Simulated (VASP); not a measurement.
Method: PBE GGA with D4 dispersion, VASP's PBE PAW potentials (set 64) (plane waves; VASP).

VASP ran on this input.

**POSCAR**
```
KZnF3
1
    4.1080305575     0.0000000000     0.0000000000
    0.0000000000     4.1080305575     0.0000000000
    0.0000000000     0.0000000000     4.1080305575
K Zn F
1 1 3
Direct
  0.0000000000   0.0000000000   0.0000000000
  0.5000000000   0.5000000000   0.5000000000
  0.5000000000   0.0000000000   0.5000000000
  0.0000000000   0.5000000000   0.5000000000
  0.5000000000   0.5000000000   0.0000000000
```

KPOINTS:
```
Automatic mesh
0
Gamma
6 6 6
```

**INCAR**
```
ALGO = Normal
EDIFF = 1E-7
ENCUT = 520
GGA = PE
ISIF = 2
ISMEAR = -5
IVDW = 13
LASPH = .TRUE.
LCHARG = .TRUE.
LEFG = .TRUE.
LMAXMIX = 4
LORBIT = 11
LREAL = .FALSE.
LWAVE = .FALSE.
NEDOS = 601
NELM = 100
PREC = Accurate
SYSTEM = KZnF3
```

POTCAR, in this order: K_sv Zn F (PBE.64 set). Program: vasp_std.

What VASP printed:

### OUTCAR
```
 ion  position               nearest neighbor table
   1  0.000  0.000  0.000-
   2  0.500  0.500  0.500-   3 2.05   4 2.05   5 2.05   5 2.05   3 2.05   4 2.05
   3  0.500  0.000  0.500-   2 2.05   2 2.05
   4  0.000  0.500  0.500-   2 2.05   2 2.05
   5  0.500  0.500  0.000-   2 2.05   2 2.05
  LATTYP: Found a simple cubic cell.
 ALAT       =     4.1080305575
 Subroutine PRICEL returns:
 Original cell was already a primitive cell.
 Subroutine GETGRP returns: Found 48 space group operations
The static configuration has the point symmetry O_h .
The dynamic configuration has the point symmetry O_h .
 Subroutine INISYM returns: Found 48 space group operations
 Subroutine IBZKPT returns following result:
 Found     20 irreducible k-points:

 Following reciprocal coordinates:
            Coordinates               Weight
  0.000000  0.000000  0.000000      1.000000
  0.166667  0.000000  0.000000      6.000000
  0.333333  0.000000  0.000000      6.000000
  0.500000  0.000000  0.000000      3.000000
  0.166667  0.166667  0.000000     12.000000
  0.333333  0.166667  0.000000     24.000000
  0.500000  0.166667  0.000000     12.000000
  0.333333  0.333333  0.000000     12.000000
  0.500000  0.333333  0.000000     12.000000
  0.500000  0.500000  0.000000      3.000000
  0.166667  0.166667  0.166667      8.000000
  0.333333  0.166667  0.166667     24.000000
  0.500000  0.166667  0.166667     12.000000
  0.333333  0.333333  0.166667     24.000000
  0.500000  0.333333  0.166667     24.000000
  0.500000  0.500000  0.166667      6.000000
  0.333333  0.333333  0.333333      8.000000
  0.500000  0.333333  0.333333     12.000000
  0.500000  0.500000  0.333333      6.000000
  0.500000  0.500000  0.500000      1.000000
   k-points           NKPTS =     20   k-points in BZ     NKDIM =     20   number of bands    NBANDS=     25
...
```

### OSZICAR
```
       N       E                     dE             d eps       ncg     rms          rms(c)
DAV:   1     0.439472016661E+03    0.43947E+03   -0.22643E+04  1000   0.201E+03
DAV:   2     0.119606576022E+02   -0.42751E+03   -0.41839E+03  1216   0.479E+02
DAV:   3    -0.218733487237E+02   -0.33834E+02   -0.33724E+02  1201   0.149E+02
DAV:   4    -0.226243177883E+02   -0.75097E+00   -0.75006E+00  1575   0.207E+01
DAV:   5    -0.226341158241E+02   -0.97980E-02   -0.97959E-02  1320   0.189E+00    0.113E+01
DAV:   6    -0.202877431495E+02    0.23464E+01   -0.86692E+00  1443   0.408E+01    0.681E+00
DAV:   7    -0.203513885552E+02   -0.63645E-01   -0.15308E+00  1033   0.854E+00    0.443E+00
DAV:   8    -0.203667091635E+02   -0.15321E-01   -0.60203E-01  1289   0.158E+01    0.165E+00
DAV:   9    -0.203298558261E+02    0.36853E-01   -0.97558E-02  1526   0.920E+00    0.674E-01
DAV:  10    -0.203257985968E+02    0.40572E-02   -0.95258E-02  1475   0.752E+00    0.317E-01
DAV:  11    -0.203252528704E+02    0.54573E-03   -0.15904E-02  1468   0.176E+00    0.734E-02
DAV:  12    -0.203253480941E+02   -0.95224E-04   -0.70664E-04  1069   0.218E-01    0.738E-02
DAV:  13    -0.203253534752E+02   -0.53811E-05   -0.14308E-04  1293   0.310E-01    0.686E-02
DAV:  14    -0.203253722956E+02   -0.18820E-04   -0.14360E-04  1160   0.448E-01    0.573E-02
DAV:  15    -0.203253359737E+02    0.36322E-04   -0.13772E-04  1088   0.843E-02    0.239E-02
DAV:  16    -0.203253322789E+02    0.36948E-05   -0.74387E-06  1239   0.458E-02    0.168E-02
DAV:  17    -0.203253295035E+02    0.27754E-05   -0.34790E-06  1347   0.345E-02    0.109E-02
DAV:  18    -0.203253277907E+02    0.17128E-05   -0.40473E-06  1293   0.434E-02    0.468E-03
DAV:  19    -0.203253275408E+02    0.24991E-06   -0.21065E-06  1441   0.142E-02    0.783E-04
DAV:  20    -0.203253275456E+02   -0.47585E-08   -0.72051E-08   629   0.199E-03
   1 F= -.20862890E+02 E0= -.20862890E+02  d E =0.000000E+00
```

**OUTCAR**
```
------------------------ aborting loop because EDIFF is reached ----------------------------------------
  Edisp (eV):   -0.53756
  FORCE on cell =-STRESS in cart. coord.  units (eV):
  Direction    XX          YY          ZZ          XY          YZ          ZX
  --------------------------------------------------------------------------------------
  Total       0.05565     0.05565     0.05565     0.00000     0.00000    -0.00000
  in kB       1.28605     1.28605     1.28605     0.00000     0.00000    -0.00000
  external pressure =        1.29 kB  Pullay stress =        0.00 kB
  volume of cell :       69.33
      direct lattice vectors                 reciprocal lattice vectors
     4.108030558  0.000000000  0.000000000     0.243425648  0.000000000  0.000000000
     0.000000000  4.108030558  0.000000000     0.000000000  0.243425648  0.000000000
     0.000000000  0.000000000  4.108030558     0.000000000  0.000000000  0.243425648
 POSITION                                       TOTAL-FORCE (eV/Angst)
 -----------------------------------------------------------------------------------
      0.00000      0.00000      0.00000         0.000000      0.000000      0.000000
      2.05402      2.05402      2.05402         0.000000      0.000000      0.000000
      2.05402      0.00000      2.05402         0.000000      0.000000      0.000000
      0.00000      2.05402      2.05402         0.000000      0.000000      0.000000
      2.05402      2.05402      0.00000         0.000000      0.000000      0.000000
 -----------------------------------------------------------------------------------
    total drift:                                0.000000     -0.000000     -0.000000
  FREE ENERGIE OF THE ION-ELECTRON SYSTEM (eV)
  ---------------------------------------------------
  free  energy   TOTEN  =       -20.8628901811 eV

  energy  without entropy=      -20.8628901811  energy(sigma->0) =      -20.86289018

 total charge

# of ion       s       p       d       tot
------------------------------------------
    1        1.954   5.588   0.021   7.562
    2        0.331   0.344   9.935  10.610
    3        1.733   4.357   0.000   6.091
    4        1.733   4.357   0.000   6.091
    5        1.733   4.357   0.000   6.091
--------------------------------------------------
tot          7.485  19.003   9.956  36.444

 Electric field gradients after diagonalization (V/A^2)
 (convention: |V_zz| > |V_xx| > |V_yy|)
----------------------------------------------------------------------
 ion       V_xx      V_yy      V_zz     asymmetry (V_yy - V_xx)/ V_zz
----------------------------------------------------------------------
   1      -0.000    -0.000     0.000       0.122
   2      -0.000    -0.000    -0.000      -0.154
   3     -51.641   -51.641   103.283       0.000
   4     -51.641   -51.641   103.283       0.000
   5     -51.641   -51.641   103.283       0.000
```
(Selected blocks of OUTCAR.)

The compound is KZnF3 in the cubic perovskite structure. It was relaxed first.
